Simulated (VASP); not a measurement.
Energy against volume of WC (wc). Computed with optB88-vdW, VASP's PBE PAW potentials (set 64) (plane waves; VASP 6.6.1). Settings: 520 eV cut-off, 14×14×13 Γ-centred mesh, first-order Methfessel-Paxton smearing of 0.10 eV, potentials W_sv C.

Shape and ions are relaxed at each volume.

```json
[
 {"V (Å³/atom)": "10.283", "E (eV/atom)": "-9.00229"},
 {"V (Å³/atom)": "10.602", "E (eV/atom)": "-9.01462"},
 {"V (Å³/atom)": "10.920", "E (eV/atom)": "-9.00430"},
 {"V (Å³/atom)": "11.238", "E (eV/atom)": "-8.97465"}
]
```

Q: Fit these four points and predict the energy of the run at 9.965 Å³/atom.

A: A cubic in V^(−2/3), the third-order Birch-Murnaghan form, passes through the four points with V0 = 10.61 Å³/atom and B0 = 378 GPa, and gives -8.9636 eV/atom there. The run gave -8.9634 eV/atom, +0.2 meV/atom from the fit; all five points give B0 = 378 GPa.

The compound is WC in the wc structure. It was relaxed first.
